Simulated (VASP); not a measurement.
## Te2Mo: excitons from the Bethe-Salpeter equation

What does the electron-hole attraction do to the spectrum of Te2Mo? The cell has space group P6_3/mmc. The start is a cell from a database of measured crystal structures.

Program: VASP 6.6.1. Level of theory: PBE, no spin polarisation; plane waves and PAW (Te_GW, Mo_sv_GW), in the first sound run; inputs show where later runs differ. Results are calculated unless marked as measured.

This is a report of a sequence of runs, with most program output left out.

## (1) Set-up

It takes space group P6_3/mmc (No. 194, hexagonal). The conventional cell has a = 3.518 Å, b = 3.518 Å, c = 13.974 Å, α = 90.00°, β = 90.00°, γ = 120.00°. Te has 3 Mo at 2.72 Å nearest. Nearest to Mo lie 6 Te at 2.72 Å. Farther neighbours and most contacts between anions are not listed.

## (2) Ground state

The orbitals come from a self-consistent PBE run with a tight EDIFF and a narrow smearing. KPOINTS_OPT adds the bands along a path, which shows whether the mesh holds the band edges.

INCAR

```
SYSTEM = Te2Mo
PREC = Accurate
ENCUT = 370
EDIFF = 1E-08
NELM = 100
ISMEAR = 0
SIGMA = 0.01
LREAL = .FALSE.
ALGO = Normal
GGA = PE
NBANDS = 32
LASPH = .TRUE.
LORBIT = 11
LWAVE = .TRUE.
LCHARG = .FALSE.
KPAR = 8
```

POSCAR

```
Te2Mo
1.0
    3.5182000000      0.0000000000      0.0000000000
   -1.7591000000      3.0468505756      0.0000000000
    0.0000000000      0.0000000000     13.9736000000
Te Mo
4 2
Direct
    0.3333333333      0.6666666667      0.6210000000
    0.6666666667      0.3333333333      0.1210000000
    0.3333333333      0.6666666667      0.8790000000
    0.6666666667      0.3333333333      0.3790000000
    0.3333333333      0.6666666667      0.2500000000
    0.6666666667      0.3333333333      0.7500000000
```

KPOINTS

```
Automatic mesh
0
Gamma
6 6 2
0 0 0
```

KPOINTS_OPT

```
Line mode
12
Line-mode
Reciprocal
  0.00000000   0.00000000   0.00000000 GAMMA
  0.50000000   0.00000000   0.00000000 M

  0.50000000   0.00000000   0.00000000 M
  0.33333333   0.33333333   0.00000000 K

  0.33333333   0.33333333   0.00000000 K
  0.00000000   0.00000000   0.00000000 GAMMA

  0.00000000   0.00000000   0.00000000 GAMMA
  0.00000000   0.00000000   0.50000000 A

  0.00000000   0.00000000   0.50000000 A
  0.50000000   0.00000000   0.50000000 L

  0.50000000   0.00000000   0.50000000 L
  0.33333333   0.33333333   0.50000000 H

  0.33333333   0.33333333   0.50000000 H
  0.00000000   0.00000000   0.50000000 A

  0.50000000   0.00000000   0.50000000 L
  0.50000000   0.00000000   0.00000000 M

  0.33333333   0.33333333   0.00000000 K
  0.33333333   0.33333333   0.50000000 H
```

The projector-augmented-wave data sets are Te_GW and Mo_sv_GW (PBE family, release 64).

Launch:

```console
$ mpirun -np 8 vasp_std
```

It took 62 s on 8 MPI ranks of Intel Xeon Platinum 8259CL at 2.50GHz (Skylake/Cascade Lake), shared host; peak memory 2.4 GiB.

Numbers from this step:

```
free energy (TOTEN)               : -37.58 eV
Fermi energy                      : 8.192 eV
pressure                          : 2.590 GPa
least gap on mesh and path        : 0.7319 eV
least direct gap on mesh and path : 1.039 eV
```

The highest empty bands on the path are converged less tightly, to about 0.1 eV. Electronic bands along the path, in eV, zero at the valence-band top; v1 is the highest filled band, c1 the lowest empty one:

| point | v4 | v3 | v2 | v1 | c1 | c2 | c3 | c4 |
| --- | --- | --- | --- | --- | --- | --- | --- | --- |
| Γ | -1.02 | -1.02 | -0.32 | 0.00 | 2.90 | 2.91 | 3.03 | 3.09 |
| 0.55 of the way | -1.14 | -1.05 | -0.99 | -0.98 | 1.12 | 1.74 | 1.75 | 1.97 |
| M | -1.02 | -0.96 | -0.61 | -0.32 | 1.26 | 1.32 | 1.45 | 1.79 |
| 0.45 of the way | -1.94 | -1.63 | -0.53 | -0.28 | 1.20 | 1.34 | 1.68 | 1.92 |
| K | -1.83 | -1.83 | -0.31 | -0.07 | 0.97 | 0.97 | 1.16 | 2.17 |
| 0.55 of the way | -1.08 | -0.90 | -0.72 | -0.66 | 0.96 | 1.61 | 1.68 | 1.68 |
| Γ | -1.02 | -1.02 | -0.32 | 0.00 | 2.90 | 2.90 | 3.03 | 3.05 |
| 0.45 of the way | -1.03 | -1.03 | -0.22 | -0.01 | 2.91 | 2.91 | 2.99 | 2.99 |
| A | -1.04 | -1.04 | -0.08 | -0.08 | 2.94 | 2.94 | 2.94 | 2.98 |
| 0.45 of the way | -1.28 | -1.28 | -0.76 | -0.76 | 1.55 | 1.55 | 2.13 | 2.13 |
| L | -0.97 | -0.97 | -0.47 | -0.47 | 1.29 | 1.29 | 1.64 | 1.64 |
| 0.55 of the way | -1.89 | -1.89 | -0.38 | -0.38 | 1.24 | 1.24 | 1.83 | 1.83 |
| H | -1.99 | -1.99 | -0.22 | -0.22 | 0.97 | 0.97 | 1.62 | 1.62 |
| 0.45 of the way | -1.15 | -1.15 | -0.69 | -0.69 | 1.04 | 1.04 | 1.65 | 1.65 |
| A | -1.04 | -1.04 | -0.08 | -0.08 | 2.94 | 2.94 | 2.94 | 2.96 |
| jump to L | -0.97 | -0.97 | -0.47 | -0.47 | 1.29 | 1.29 | 1.64 | 1.64 |
| 0.55 of the way | -1.00 | -0.96 | -0.57 | -0.36 | 1.27 | 1.31 | 1.50 | 1.75 |
| M | -1.02 | -0.96 | -0.61 | -0.32 | 1.26 | 1.32 | 1.45 | 1.79 |
| jump to K | -1.83 | -1.83 | -0.31 | -0.07 | 0.97 | 0.97 | 1.16 | 2.17 |
| 0.55 of the way | -1.91 | -1.91 | -0.28 | -0.13 | 0.97 | 0.97 | 1.32 | 1.96 |
| H | -1.99 | -1.99 | -0.22 | -0.22 | 0.97 | 0.97 | 1.62 | 1.62 |

Of the projections kept (Te, Mo), the largest for each band there; the rest of the weight can lie on other orbitals:

| point | v4 | v3 | v2 | v1 | c1 | c2 | c3 | c4 |
| --- | --- | --- | --- | --- | --- | --- | --- | --- |
| Γ | Mo 0.69 | Mo 0.69 | Te 0.96 | Mo 0.69 | Te 0.79 | Te 0.79 | Te 0.81 | Te 0.80 |
| M | Mo 0.53 | Mo 0.69 | Te 0.87 | Te 0.83 | Mo 0.93 | Mo 0.89 | Mo 0.89 | Mo 0.89 |
| K | Te 0.67 | Te 0.67 | Mo 0.84 | Mo 0.80 | Mo 0.91 | Mo 0.91 | Mo 0.70 | Mo 0.67 |
| Γ | Mo 0.69 | Mo 0.69 | Te 0.96 | Mo 0.69 | Te 0.79 | Te 0.79 | Te 0.81 | Te 0.81 |
| A | Mo 0.68 | Mo 0.68 | Mo 0.54 | Mo 0.54 | Te 0.79 | Te 0.79 | Te 0.79 | Te 0.80 |
| L | Mo 0.61 | Mo 0.61 | Te 0.85 | Te 0.85 | Mo 0.92 | Mo 0.92 | Mo 0.89 | Mo 0.89 |

The cell has a gap of 0.732 eV on mesh and path and a pressure of +2.6 GPa, which holds the misfit of the given cell and coordinates with this functional, and any error of cutoff, mesh and data sets. Spin-orbit coupling is left out, which can shift or reorder these edges. Forces of up to 0.17 eV/Å remain in these settings.

## (3) Empty bands

ALGO = Exact makes the empty bands from the converged ground state in one step. LOPTICS writes the k-derivatives of the orbitals (WAVEDER), which give the long-wavelength limit of the screening.

INCAR

```
SYSTEM = Te2Mo
PREC = Accurate
ENCUT = 370
ISMEAR = 0
SIGMA = 0.01
LREAL = .FALSE.
GGA = PE
NBANDS = 344
LASPH = .TRUE.
ALGO = Exact
NELM = 1
LWAVE = .TRUE.
LCHARG = .FALSE.
LOPTICS = .TRUE.
NEDOS = 1000
CSHIFT = 0.1
```

POSCAR is that of step 2.

KPOINTS is that of step 2.

Launch:

```console
$ mpirun -np 8 vasp_std
```

The job ended after 67 s (8 MPI ranks; peak memory 3.4 GiB; 8 min of CPU time).

The gap is read on the k-mesh alone, so it is an upper bound where the band edges lie off the mesh.

A gap read on the k-mesh alone can miss the band edges.

This step gave:

```
gap on the k-mesh              : 0.8207 eV
least direct gap on the k-mesh : 1.039 eV
```

WAVECAR now holds 344 bands for 52 electrons. Its independent-particle dielectric tensor has xx, yy, zz = 21.4, 21.4, 14.5 on this mesh, which isn't tested for convergence in mesh or bands and lacks local fields.

## (4) G0W0

This step: G0W0 on PBE, no spin polarisation; plane waves and PAW (Te_GW, Mo_sv_GW) (VASP 6.6.1).

One pass of GW corrects the levels to first order, with G and W from the starting orbitals. LWAVE keeps the quasiparticle levels in WAVECAR, and the W files hold the screened interaction for the next step.

INCAR

```
SYSTEM = Te2Mo
PREC = Accurate
ENCUT = 370
ISMEAR = 0
SIGMA = 0.01
LREAL = .FALSE.
GGA = PE
NBANDS = 344
LASPH = .TRUE.
ALGO = EVGW0
NELMGW = 1
ENCUTGW = 100
NOMEGA = 48
PRECFOCK = Fast
NBANDSGW = 40
LWAVE = .TRUE.
LCHARG = .FALSE.
```

POSCAR is that of step 3.

KPOINTS is that of step 3.

Launch:

```console
$ mpirun -np 8 vasp_std
```

The job ended after 21 min (8 MPI ranks; peak memory 4 GiB; 2.5 h of CPU time).

Numbers from this step:

| Property | Result |
| --- | --- |
| quasiparticle gap on the mesh | 1.100 eV |
| smallest direct quasiparticle gap on the mesh | 1.454 eV |
| gap of the starting orbitals on the mesh | 0.8207 eV |

GW takes the gap from 0.821 to 1.100 eV. The mesh misses a band edge: at the starting level the path gave a gap 0.09 eV smaller. Spin-orbit coupling is left out. The value holds for 344 bands, ENCUTGW = 100 eV and this mesh, and isn't shown to be converged in them. VASP warns that the automatic setting of its frequency mesh failed and advises more k points, so the value is in doubt.

## (5) BSE, Tamm-Dancoff

This step: BSE on G0W0 on PBE, no spin polarisation; plane waves and PAW (Te_GW, Mo_sv_GW) (VASP 6.6.1).

The Bethe-Salpeter equation adds the screened attraction of electron and hole to the quasiparticle pairs; ANTIRES = 0 leaves out the coupling to antiresonant pairs.

INCAR

```
SYSTEM = Te2Mo
PREC = Accurate
ENCUT = 370
ISMEAR = 0
SIGMA = 0.01
LREAL = .FALSE.
GGA = PE
NBANDS = 344
LASPH = .TRUE.
ALGO = BSE
NBANDSO = 4
NBANDSV = 4
OMEGAMAX = 25
NEDOS = 1000
CSHIFT = 0.1
PRECFOCK = Fast
LWAVE = .FALSE.
LCHARG = .FALSE.
ENCUTGW = 100
ANTIRES = 0
```

POSCAR is that of step 4.

KPOINTS is that of step 4.

Launch:

```console
$ mpirun -np 8 vasp_std
```

Wall time 14 s (8 MPI ranks); peak memory 3.9 GiB.

This step gave:

| Quantity | Value |
| --- | --- |
| lowest excitation | 1.318 eV |

The imaginary dielectric function has structure finer than the step of the table below, so its rows give means over 1 eV, whole bins alone (the curve runs from 0 to 25 eV). Peaks (eV: height): xx 2.1: 17.6, 2.8: 26.5; zz 1.4: 2.63, 2.2: 10.7, 2.4: 8.26, 3.4: 5.94, 3.9: 8.39.

From 4 filled and 4 empty bands alone, without any pair above OMEGAMAX = 25 eV, so strength is missing wherever others contribute; lines are broadened by CSHIFT, which also makes the tail under the first line. Table of imaginary dielectric function by photon energy; means over each step:

| photon energy (eV) | xx | zz |
| --- | --- | --- |
| 1 | 3.65 | 0.736 |
| 2 | 12.0 | 4.42 |
| 3 | 15.6 | 5.24 |
| 4 | 4.39 | 3.95 |
| 5 | 0.407 | 0.209 |
| 6 | 0.110 | 0.0578 |
| 7 | 0.0558 | 0.0277 |
| 8 | 0.0328 | 0.0160 |
| 9 | 0.0214 | 0.0103 |
| 10 | 0.0149 | 0.00705 |
| 11 | 0.0108 | 0.00507 |
| 12 | 0.00808 | 0.00378 |
| 13 | 0.00624 | 0.00290 |
| 14 | 0.00491 | 0.00228 |
| 15 | 0.00395 | 0.00183 |
| 16 | 0.00323 | 0.00149 |
| 17 | 0.00266 | 0.00123 |
| 18 | 0.00223 | 0.00103 |

Some of the lowest 40 states alone, with states under 2.5 meV apart joined, scaled to the strongest line shown. Exciton lines, with heights relative to the strongest:

| position (eV) | lines merged | oscillator strength |
| --- | --- | --- |
| 1.318 | 4 | 100 |
| 1.351 | 1 | 0.0 |
| 1.357 | 1 | 14 |
| 1.501 | 4 | 58 |
| 1.531 | 4 | 0.0 |
| 1.641 | 1 | 0.0 |
| 1.649 | 4 | 5.5 |
| 1.669 | 1 | 0.0 |
| 1.701 | 5 | 41 |
| 1.714 | 1 | 0.0 |
| 1.753 | 6 | 19 |
| 1.765 | 4 | 2.2 |
| 1.775 | 1 | 0.0 |
| 1.781 | 1 | 0.0 |

The lowest excitation lies at 1.318 eV, -135 meV against the direct gap of these orbitals, a distance that this coarse mesh makes far too large. Peak heights aren't converged with the mesh, least of all at the onset.

## (6) Without the electron-hole attraction

This step: BSE on G0W0 on PBE, without the electron-hole attraction, no spin polarisation; plane waves and PAW (Te_GW, Mo_sv_GW) (VASP 6.6.1).

LADDER = .FALSE. removes the attraction and keeps the local fields, which shows what the attraction does.

INCAR: that of step 5 with these lines changed.

```diff
@@ -20 +20,2 @@
 ANTIRES = 0
+LADDER = .FALSE.
```

POSCAR is that of step 5.

KPOINTS is that of step 5.

Launch:

```console
$ mpirun -np 8 vasp_std
```

Elapsed: 9.6 s, on 8 MPI ranks; peak memory 2.9 GiB.

Numbers from this step:

```
lowest excitation : 1.460 eV
```

The imaginary dielectric function has structure finer than the step of the table below, so its rows give means over 0.5 eV, whole bins alone (the curve runs from 0 to 25 eV). Peaks (eV: height): xx 2.30: 17.2, 3.25: 25.5; zz 1.50: 2.35, 2.30: 9.55, 2.63: 7.60, 3.55: 6.03, 4.05: 7.11.

From 4 filled and 4 empty bands alone, without any pair above OMEGAMAX = 25 eV, so strength is missing wherever others contribute; lines are broadened by CSHIFT, which also makes the tail under the first line. Imaginary dielectric function against photon energy; means over each step:

| photon energy (eV) | xx | zz |
| --- | --- | --- |
| 0.5 | 0.182 | 0.0593 |
| 1.0 | 0.678 | 0.222 |
| 1.5 | 5.48 | 1.30 |
| 2.0 | 8.79 | 2.26 |
| 2.5 | 13.2 | 7.19 |
| 3.0 | 19.9 | 5.84 |
| 3.5 | 14.0 | 4.67 |
| 4.0 | 6.97 | 5.09 |
| 4.5 | 2.56 | 2.16 |
| 5.0 | 0.632 | 0.269 |
| 5.5 | 0.229 | 0.116 |
| 6.0 | 0.138 | 0.0671 |
| 6.5 | 0.0956 | 0.0440 |
| 7.0 | 0.0685 | 0.0311 |
| 7.5 | 0.0504 | 0.0230 |
| 8.0 | 0.0391 | 0.0177 |
| 8.5 | 0.0310 | 0.0140 |
| 9.0 | 0.0252 | 0.0112 |
| 9.5 | 0.0207 | 0.00919 |
| 10.0 | 0.0173 | 0.00765 |
| 10.5 | 0.0146 | 0.00646 |
| 11.0 | 0.0125 | 0.00549 |
| 11.5 | 0.0108 | 0.00472 |
| 12.0 | 0.00934 | 0.00408 |
| 12.5 | 0.00816 | 0.00356 |
| 13.0 | 0.00717 | 0.00314 |
| 13.5 | 0.00634 | 0.00276 |
| 14.0 | 0.00565 | 0.00244 |
| 14.5 | 0.00504 | 0.00218 |
| 15.0 | 0.00453 | 0.00197 |
| 15.5 | 0.00409 | 0.00177 |
| 16.0 | 0.00369 | 0.00158 |
| 16.5 | 0.00333 | 0.00145 |
| 17.0 | 0.00304 | 0.00132 |
| 17.5 | 0.00279 | 0.00120 |
| 18.0 | 0.00254 | 0.00110 |
| 18.5 | 0.00233 | 0.00100 |
| 19.0 | 0.00215 | 9.1e-4 |

The lowest excitation lies at 1.460 eV, +141 meV against the Tamm-Dancoff singlet. Peak heights aren't converged with the mesh, least of all at the onset.

## (7) Independent quasiparticles

This step: BSE on G0W0 on PBE, independent quasiparticles, no spin polarisation; plane waves and PAW (Te_GW, Mo_sv_GW) (VASP 6.6.1).

With LADDER and LHARTREE off the pairs don't interact at all, so the lowest line must equal the direct gap.

INCAR: that of step 6 with these lines changed.

```diff
@@ -21 +21,2 @@
 LADDER = .FALSE.
+LHARTREE = .FALSE.
```

POSCAR is that of step 6.

KPOINTS is that of step 6.

Launch:

```console
$ mpirun -np 8 vasp_std
```

The job ended after 4.4 s (8 MPI ranks; peak memory 2.9 GiB; 26 s of CPU time).

This step gave:

| Quantity | Value |
| --- | --- |
| lowest excitation | 1.454 eV |

The imaginary dielectric function has structure finer than the step of the table below, so its rows give means over 1 eV, whole bins alone (the curve runs from 0 to 25 eV). Peaks (eV: height): xx 2.3: 18.6, 3.2: 23.1, 4.1: 8.54; zz 1.5: 2.43, 2.3: 9.72, 2.6: 7.76, 2.8: 7.61, 3.6: 7.29, 4.0: 8.14.

From 4 filled and 4 empty bands alone, without any pair above OMEGAMAX = 25 eV, so strength is missing wherever others contribute; lines are broadened by CSHIFT, which also makes the tail under the first line. The imaginary dielectric function by photon energy; means over each step:

| photon energy (eV) | xx | zz |
| --- | --- | --- |
| 1 | 1.72 | 0.497 |
| 2 | 11.2 | 3.40 |
| 3 | 16.5 | 5.70 |
| 4 | 6.23 | 4.72 |
| 5 | 0.647 | 0.256 |
| 6 | 0.135 | 0.0641 |
| 7 | 0.0646 | 0.0301 |
| 8 | 0.0376 | 0.0172 |
| 9 | 0.0242 | 0.0110 |
| 10 | 0.0167 | 0.00748 |
| 11 | 0.0120 | 0.00537 |
| 12 | 0.00899 | 0.00400 |
| 13 | 0.00692 | 0.00307 |
| 14 | 0.00545 | 0.00241 |
| 15 | 0.00435 | 0.00192 |
| 16 | 0.00354 | 0.00157 |
| 17 | 0.00293 | 0.00129 |
| 18 | 0.00246 | 0.00108 |
| 19 | 0.00207 | 9.1e-4 |

The lowest excitation lies at 1.454 eV, +135 meV against the Tamm-Dancoff singlet. Peak heights aren't converged with the mesh, least of all at the onset.

## (8) Summary

This step: BSE on G0W0 on PBE; plane waves and PAW (VASP 6.6.1).

No new run; the numbers come from the runs before.

Cost is wall time times ranks on a shared host, for this step alone, without the steps before it. Excitations by level:

| level | first excitation (eV) | cost (core minutes) |
| --- | --- | --- |
| BSE, Tamm-Dancoff | 1.318 | 1.89 |
| without the electron-hole attraction | 1.46 | 1.28 |
| independent quasiparticles | 1.454 | 0.59 |

## (9) What came out

```
BSE, Tamm-Dancoff                    : lowest vertical excitation 1.318 eV; direct gap 1.454 eV
without the electron-hole attraction : lowest vertical excitation 1.460 eV; direct gap 1.454 eV
independent quasiparticles           : lowest vertical excitation 1.454 eV; direct gap 1.454 eV
```

**Reading.** The Bethe-Salpeter equation puts the lowest vertical singlet excitation at 1.318 eV, 0.14 eV below the direct gap of 1.454 eV; the states within 10 meV of it carry 100 % of the strength of the strongest such group among the lowest 40 states. The attraction moves the centre of weight of eps2 xx over the computed range by -0.32 eV against the run without the attraction, a shift that holds the same mesh error. The binding energy was not obtained: in a well-screened crystal the exciton spreads over many cells, and on this mesh its distance from the gap is set by the mesh and is far too large. On such a mesh the heights of single peaks aren't converged either. Bands, response cutoff and mesh of the GW step weren't tested in this session. Only vertical pairs enter; the least gap on the mesh is indirect, 1.100 eV, and its phonon-assisted absorption is absent. Only the bands set by NBANDSO and NBANDSV form pairs, and any pair above OMEGAMAX = 25 eV is dropped, so the spectrum is that of this window; the window can cut degenerate bands, and the ratio of directions in the curves is that of the window, not of the crystal. VASP warned in the GW step that its automatic frequency mesh may not suit quasiparticle energies. Spin-orbit coupling is left out; with Te and Mo in the cell it can split or shift band edges, by an amount that depends on which atoms form them and isn't tested here. The atoms weren't relaxed and carry forces of up to 0.17 eV/Å at PBE in the first static run, so the numbers belong to the given coordinates, and a relaxation would change them. Not tabulated here, as repeats of values shown or as unfit to read for their mesh, reference level or band range: eps2 curves (empty bands); eps1 curves and static values (BSE, empty bands, independent quasiparticles, without the electron-hole attraction); exciton binding energies (BSE); line lists of runs without attraction (independent quasiparticles, without the electron-hole attraction).

[Lines on the potential files, build, host, timing and source positions are cut from VASP's logs without a mark.]

[Logs are printed without paths, hosts, clocks, repeated set-up lines and the standing remarks that a program may print on its own settings, such as how far it seeks lower states.]

[Hosts, paths, dates, database ids (printed as entryN), source tags and the programs' standing remarks are cut or masked in the printed files.]

[Pressures printed for these runs are not shown converged in the cutoff: they can be off by several GPa and have the wrong sign.]
